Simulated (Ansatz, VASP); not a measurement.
# Cross-check of PtC (CsCl type (invented)) between VASP and Ansatz, part 2 of 2

Wanted: the spread between two codes on one cell, functional and k mesh. The cell is generated by rule, not measured, and may not be a known phase. Of the first pair: The two relaxations start from unlike cells of this crystal (the structure described is Ansatz's start), so only their ends are compared.

VASP 6.6.1 and Ansatz 0.2.0.

So far: The structure; VASP: relaxation of cell and atoms, PBE, pair 1; Ansatz: relaxation of cell and atoms, PBE, pair 1; Differences.

## (5) Ansatz: relaxation of cell and atoms, PBE, pair 2

Level of this step: Ansatz beside VASP: Kohn-Sham DFT, plane waves, PBE (Ansatz).

The relaxed volume is the usual yardstick between codes: in a stiff, nearly cubic crystal its relative difference is about their pressure difference at one cell divided by the bulk modulus. Its start cell is another than that of the pair before, and may be another structure of the material.

The cell is taken from a series of runs on this material, whose earlier steps may have relaxed, scaled, displaced or heated it; both programs get it as it stands.

File input.yaml:

```yaml
crystal:
  lattice:
    - [2.8060289832, 0.0, 0.0]
    - [0.0, 2.8060289832, 0.0]
    - [0.0, 0.0, 2.8060289832]
  atoms:
    - { symbol: Pt, position: [0.0, 0.0, 0.0] }
    - { symbol: C, position: [0.5, 0.5, 0.5] }
kpoints:
  mp_grid: { grid: [14, 14, 14] }
hamiltonian:
  xc: pbe
scf:
  occupations: { method: gaussian, width: 0.1 }
output:
  forces: true
  stress: true
  eigenvalues: true
  write_density: true
  write_potential: true
  elf: true
  volumetric_format: npy
relax:
  adjacent_minimum: "off"
  f_tol: 0.005
  max_steps: 80
  cell: { stress_tol: 0.05 }
```

On the command line:

```
> ansatz run input.yaml --threads 2 --pin off --max-ram 5120MiB --backend cpu --events-out ev --progress --plain --runs-dir out
```

Numbers of over 12 decimals in the logs are rounded to 6 here.

The program printed:

```text
[...]
Crystal: 2 atoms, lattice volume = 22.094 Å³
Basis set: ecut = 420 eV, 437 PW (Γ), exchange–correlation on 40×40×40 points (8 copies of the dense FFT grid, shifted against one another)
Bands: 15, of which v1, the nominal top of the filled ones, is band 11 counted from 1 (10 counted from 0)
Symmetry: 48 space group operations
[...]
k-points: 120 of 2744
[...]
k-point 119: bands = [... 7 lower, 11.7772, 19.5041, 19.5041, 23.5376, 23.5376, 23.5376, 25.1853, 25.1853]
--- Relaxed structure (3 steps of the walk, 3 accepted, 1 SCFs on fresh bases) ---
[...]
cell:  # Å, volume = 22.1303 Å³
    - [2.807559, 0, 0]
    - [0, 2.807559, 0.0]
    - [0, 0.0, 2.807559]
  atoms:
    - { symbol: Pt, position: [0, 0, 0] }
    - { symbol: C, position: [0.5, 0.5, 0.5] }
[key lines of the parts left out:]
SCF converged after 8 iterations
Free energy (F): -12769.976718 eV
Fermi energy:    19.663718 eV
P = ⅓ Tr σ = 0.0020 GPa (0.020 kbar)
```

## (6) VASP: relaxation of cell and atoms, PBE, pair 2

The same cell, functional, mesh and smearing now go to VASP, with its own data sets.

File INCAR:

```
SYSTEM = PtC
PREC = Accurate
ENCUT = 600
EDIFF = 1E-07
NELM = 120
ISMEAR = 0
SIGMA = 0.1
LREAL = .FALSE.
ALGO = Normal
GGA = PE
NBANDS = 13
LASPH = .TRUE.
LORBIT = 11
LWAVE = .FALSE.
LCHARG = .FALSE.
ISIF = 3
IBRION = 2
NSW = 80
EDIFFG = -0.005
GGA_COMPAT = .FALSE.
NELMIN = 4
```

File POSCAR:

```
PtC
1.0
    2.8060290000      0.0000000000      0.0000000000
    0.0000000000      2.8060290000      0.0000000000
    0.0000000000      0.0000000000      2.8060290000
Pt C
1 1
Direct
    0.0000000000      0.0000000000      0.0000000000
    0.5000000000      0.5000000000      0.5000000000
```

File KPOINTS:

```
Automatic mesh
0
Gamma
14 14 14
0 0 0
```

PAW data sets: Pt and C (PBE family, release 64).

On the command line:

```
> mpirun -np 1 vasp_std
```

The program printed:

```text
[... set-up lines as in an earlier step ...]
 entering main loop
       N       E                     dE             d eps       ncg     rms          rms(c)
DAV:   1     0.623322140030E+02    0.62332E+02   -0.77919E+03  3144   0.114E+03
DAV:   2    -0.110257462934E+02   -0.73358E+02   -0.67394E+02  3665   0.221E+02
DAV:   3    -0.129164511734E+02   -0.18907E+01   -0.18693E+01  3640   0.347E+01
DAV:   4    -0.129248487103E+02   -0.83975E-02   -0.83961E-02  3620   0.270E+00
[...]
DAV:  13    -0.113584029099E+02    0.47595E-06   -0.20749E-06  3430   0.122E-02    0.384E-03
DAV:  14    -0.113584027401E+02    0.16982E-06   -0.51538E-08  2085   0.202E-03    0.511E-04
DAV:  15    -0.113584027588E+02   -0.18650E-07   -0.10468E-08  1785   0.838E-04
   1 F= -.11358403E+02 E0= -.11355472E+02  d E =-.113584E+02
[...]
N       E                     dE             d eps       ncg     rms          rms(c)
DAV:   1    -0.113587616057E+02   -0.35887E-03   -0.57576E-03  3195   0.706E-01    0.128E-01
[...]
DAV:   5    -0.113583944127E+02   -0.58999E-07   -0.17293E-06  3480   0.960E-03    0.408E-03
DAV:   6    -0.113583941904E+02    0.22233E-06   -0.31836E-07  3087   0.393E-03    0.302E-04
DAV:   7    -0.113583941858E+02    0.45893E-08   -0.23318E-08  1660   0.123E-03
   2 F= -.11358394E+02 E0= -.11355461E+02  d E =0.857294E-05
 trial-energy change:    0.000009  1 .order    0.000007   -0.000040    0.000053
 step:   0.3992(harm=  0.4274)  dis= 0.00000  next Energy=   -11.358411 (dE=-0.782E-05)
[...]
N       E                     dE             d eps       ncg     rms          rms(c)
DAV:   1    -0.113585409590E+02   -0.14677E-03   -0.20761E-03  3195   0.424E-01    0.770E-02
DAV:   2    -0.113584641167E+02    0.76842E-04   -0.10135E-03  3435   0.244E-01    0.756E-02
DAV:   3    -0.113584124044E+02    0.51712E-04   -0.16546E-04  3455   0.934E-02    0.268E-02
DAV:   4    -0.113584101644E+02    0.22400E-05   -0.13754E-05  3370   0.321E-02    0.103E-02
DAV:   5    -0.113584104582E+02   -0.29382E-06   -0.58629E-07  3475   0.567E-03    0.243E-03
DAV:   6    -0.113584104919E+02   -0.33658E-07   -0.95024E-08  1793   0.218E-03
   3 F= -.11358410E+02 E0= -.11355479E+02  d E =-.773314E-05
[...]
reached required accuracy - stopping structural energy minimisation
```

From OUTCAR (step 6):

```text
  Total        0.0013006      0.0013006      0.0013006     -0.0000000      0.0000000     -0.0000000
  in kB        0.0942483      0.0942483      0.0942483     -0.0000000      0.0000000     -0.0000000
  external PRESSURE =       0.0942483 kB  Pullay stress =       0.0000000 kB

 POSITION                                       TOTAL-FORCE (eV/Angst)
 -----------------------------------------------------------------------------------
      0.00000      0.00000      0.00000         0.000000     -0.000000      0.000000
      1.40333      1.40333      1.40333        -0.000000      0.000000      0.000000
 -----------------------------------------------------------------------------------
    total drift:                                0.000000      0.000000     -0.000000

  FREE ENERGIE OF THE ION-ELECTRON SYSTEM (eV)
  ---------------------------------------------------
  free  energy   TOTEN  =       -11.3584104919 eV

  energy  without entropy=      -11.3525480905  energy(sigma->0) =      -11.35547929

[... 1 part as in an earlier step ...]

[... 3 further parts left out ...]
[key lines of the parts left out:]
E-fermi :  10.4821
```

## (7) Differences

What differs besides the data sets and the points named for the pairs above, as far as they apply: the data sets hold 22 valence electrons in Ansatz (on its default PAW (the set named soft_2) files) and 14 in VASP. Total energies have different zeros and are not compared.

Both answers:

| quantity | Ansatz | VASP | difference |
| --- | --- | --- | --- |
| volume (Å³) | 22.13 | 22.11 | +0.10 % |
| edge a after relaxation, in the typed setting (Å) | 2.808 | 2.807 | +0.03 % |

## (8) What came out

```json
{"difference in volume (relaxation of cell and atoms, PBE, pair 1)": "0.15 %", "difference in volume (relaxation of cell and atoms, PBE, pair 2)": "0.096 %"}
```

**Reading.** The difference in volume is 0.15 % (relaxation of cell and atoms, PBE, pair 1), within the 1.2 % picked in this series as the mark of a large difference, as far as the stopping tolerances let one tell. The data sets hold unlike numbers of valence electrons (22 in Ansatz and 14 in VASP), so part of the differences comes from the potentials. Such differences can come from data sets, numerical settings and the points named under the comparisons, not from the functional's error against experiment.

[Lines on the potential files, build, host, timing and source positions are cut from VASP's logs without a mark.]

[Logs are printed without paths, hosts, clocks, repeated set-up lines and the standing remarks that a program may print on its own settings, such as how far it seeks lower states.]

[Hosts, paths, dates, database ids (printed as entryN), source tags and the programs' standing remarks are cut or masked in the printed files.]
